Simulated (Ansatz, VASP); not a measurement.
# Ti (Titanium) in two plane-wave programs, part 2 of 2

One calculation is typed for both programs; each brings its own data sets. How far apart do they land? The structure shown is the end of the Ansatz relaxation below.

VASP 6.6.1 and Ansatz 0.2.0.

So far. Step 3 (VASP: single point, LDA, pair 1): The run ends at a pressure of -4.93 GPa.

## Step 6: VASP: single point, LDA, pair 2 (continued)

Level of this step: LDA; plane waves and PAW (Ti_sv) (VASP).

Numbers of over 12 decimals in the logs are rounded to 6 here.

From OUTCAR (step 6):

```text
  Total       -0.4409000     -0.4409000     -0.0336156      0.0000000      0.0000000      0.0000000
  in kB      -21.6968605    -21.6968605     -1.6542357      0.0000000      0.0000000      0.0000000
  external PRESSURE =     -15.0159856 kB  Pullay stress =       0.0000000 kB

 POSITION                                       TOTAL-FORCE (eV/Angst)
 -----------------------------------------------------------------------------------
     -0.00000      1.66982      1.12357         0.000000      0.000000      0.000000
      1.44611      0.83491      3.37072        -0.000000     -0.000000      0.000000
 -----------------------------------------------------------------------------------
    total drift:                               -0.000000      0.000000     -0.000000

  FREE ENERGIE OF THE ION-ELECTRON SYSTEM (eV)
  ---------------------------------------------------
  free  energy   TOTEN  =       -17.0938669908 eV

  energy  without entropy=      -17.0978814673  energy(sigma->0) =      -17.09520515

[... 1 part as in an earlier step ...]

[... 2 further parts left out ...]
[key lines of the parts left out:]
E-fermi :   8.8109
```

The run ends at a pressure of -1.50 GPa.

## Step 7: Side by side

The two programs side by side:

| quantity | Ansatz | VASP | difference |
| --- | --- | --- | --- |
| pressure (GPa) | -1.33 | -1.50 | +0.17 |

## Step 8: Ansatz: relaxation, LDA

This run makes the geometry at which the two programs are then compared. The cell compared in this pair holds 31.75 Å³, against 32.56 Å³ for the pair before.

The structure compared here is the end of the Ansatz relaxation.

input.yaml reads:

```yaml
crystal:
  lattice:
    - [2.8920764454, 0.0, 0.0]
    - [-1.4460382227, 2.5046116714, 0.0]
    - [0.0, 0.0, 4.3526342164]
  atoms:
    - { symbol: Ti, position: [0.3333332908, 0.6666667092, 0.25] }
    - { symbol: Ti, position: [0.6666667092, 0.3333332908, 0.75] }
kpoints:
  mp_grid: { grid: [18, 18, 12] }
hamiltonian:
  xc: lda
  pseudopotentials: { kind: paw, azcp: { folder: soft_1 }, xc_functional: pbe }
scf:
  occupations: { method: methfessel_paxton, width: 0.2 }
output:
  forces: true
  stress: true
  eigenvalues: true
relax:
  adjacent_minimum: "off"
  f_tol: 0.001
  max_steps: 60
  cell: { stress_tol: 0.01, fix: [c, angles] }
```

On the command line:

```
> ansatz run input.yaml --threads 4 --pin off --max-ram 10240MiB --backend cpu --events-out ev --progress --plain --runs-dir out
```

Log:

```text
[...]
k-point 636: bands = [... 8 lower, 11.6657, 11.6657, 13.6204, 13.6204, 16.0447, 16.0447, 16.1330, 16.1330, ... 4 higher]
--- Relaxed structure (3 steps of the walk, 3 accepted, 1 SCFs on fresh bases) ---
[...]
cell:  # Å, volume = 31.7504 Å³
    - [2.902238, -1.3511565067638982e-18, 0.0]
    - [-1.451119, 2.513412, 0.0]
    - [0.0, 0.0, 4.3526342164]
  atoms:
    - { symbol: Ti, position: [0.333333, 0.666667, 0.250000] }
    - { symbol: Ti, position: [0.666667, 0.333333, 0.75] }
[key lines of the parts left out:]
SCF converged after 5 iterations
Free energy (F): -4900.590478 eV
Fermi energy:    14.452532 eV
P = ⅓ Tr σ = 2.0626 GPa (20.626 kbar)
```

## Step 9: VASP: single point, LDA, pair 3

The same cell, functional (in two slightly different forms), mesh and smearing now go to VASP, with its own data sets.

INCAR reads:

```
SYSTEM = Ti
PREC = Accurate
ENCUT = 500
EDIFF = 1E-06
NELM = 120
ISMEAR = 1
SIGMA = 0.2
LREAL = .FALSE.
ALGO = Normal
GGA = CA
NBANDS = 18
LASPH = .TRUE.
LORBIT = 11
LWAVE = .FALSE.
LCHARG = .FALSE.
ISIF = 2
GGA_COMPAT = .FALSE.
KPAR = 2
```

POSCAR reads:

```
Ti
1.0
    2.9022380005      0.0000000000      0.0000000000
   -1.4511190002      2.5134118362      0.0000000000
    0.0000000000      0.0000000000      4.3526342164
Ti
2
Direct
    0.3333331771      0.6666668229      0.2500000000
    0.6666668229      0.3333331771      0.7500000000
```

KPOINTS reads:

```
Automatic mesh
0
Gamma
18 18 12
0 0 0
```

PAW data sets: Ti_sv (LDA family, release 64).

On the command line:

```
> mpirun -np 2 vasp_std
```

Log:

```text
[... set-up lines as in an earlier step ...]
 entering main loop
       N       E                     dE             d eps       ncg     rms          rms(c)
DAV:   1     0.253221940014E+03    0.25322E+03   -0.12990E+04  9332   0.164E+03
DAV:   2     0.103998148560E+02   -0.24282E+03   -0.23962E+03  9500   0.452E+02
DAV:   3    -0.178142360548E+02   -0.28214E+02   -0.27853E+02 17482   0.126E+02
DAV:   4    -0.188954683600E+02   -0.10812E+01   -0.10803E+01 10562   0.260E+01
[...]
DAV:  11    -0.170732811957E+02   -0.20372E-04   -0.22522E-04 12020   0.126E-01    0.402E-02
DAV:  12    -0.170732686045E+02    0.12591E-04   -0.46071E-05 11434   0.665E-02    0.414E-03
DAV:  13    -0.170732683905E+02    0.21394E-06   -0.17110E-06  7556   0.119E-02
   1 F= -.17073268E+02 E0= -.17074629E+02  d E =0.408313E-02
```

OUTCAR, selected parts (step 9):

```text
  Total       -0.0405348     -0.0405348      1.1900549     -0.0000000      0.0000000      0.0000000
  in kB       -2.0454529     -2.0454529     60.0521722     -0.0000000      0.0000000      0.0000000
  external PRESSURE =      18.6537555 kB  Pullay stress =       0.0000000 kB

 POSITION                                       TOTAL-FORCE (eV/Angst)
 -----------------------------------------------------------------------------------
     -0.00000      1.67561      1.08816         0.000000      0.000000      0.000000
      1.45112      0.83780      3.26448        -0.000000     -0.000000      0.000000
 -----------------------------------------------------------------------------------
    total drift:                               -0.000424      0.000245     -0.000010

  FREE ENERGIE OF THE ION-ELECTRON SYSTEM (eV)
  ---------------------------------------------------
  free  energy   TOTEN  =       -17.0732683905 eV

  energy  without entropy=      -17.0773515168  energy(sigma->0) =      -17.07462943

[... 1 part as in an earlier step ...]

[... 2 further parts left out ...]
[key lines of the parts left out:]
E-fermi :   9.0975
```

The run ends at a pressure of 1.87 GPa.

## Step 10: Differences

Compared:

| quantity | Ansatz | VASP | difference |
| --- | --- | --- | --- |
| pressure (GPa) | 2.06 | 1.87 | +0.20 |

## Step 11: Summary of results

* difference in pressure (single point, LDA, pair 1): 0.12 GPa
* difference in pressure (single point, LDA, pair 2): 0.17 GPa
* difference in pressure (single point, LDA, pair 3): 0.20 GPa

In words: The difference in pressure is 0.20 GPa (single point, LDA, pair 3), within the 1 GPa picked in this series as the mark of a large difference. 13 further runs of this series are not shown here. Such differences can come from data sets, numerical settings and the points named under the comparisons, not from the functional's error against experiment.

[Lines on the potential files, build, host, timing and source positions are cut from VASP's logs without a mark.]

[Logs are printed without paths, hosts, clocks, repeated set-up lines and the standing remarks that a program may print on its own settings, such as how far it seeks lower states.]

[Hosts, paths, dates, database ids (printed as entryN), source tags and the programs' standing remarks are cut or masked in the printed files.]
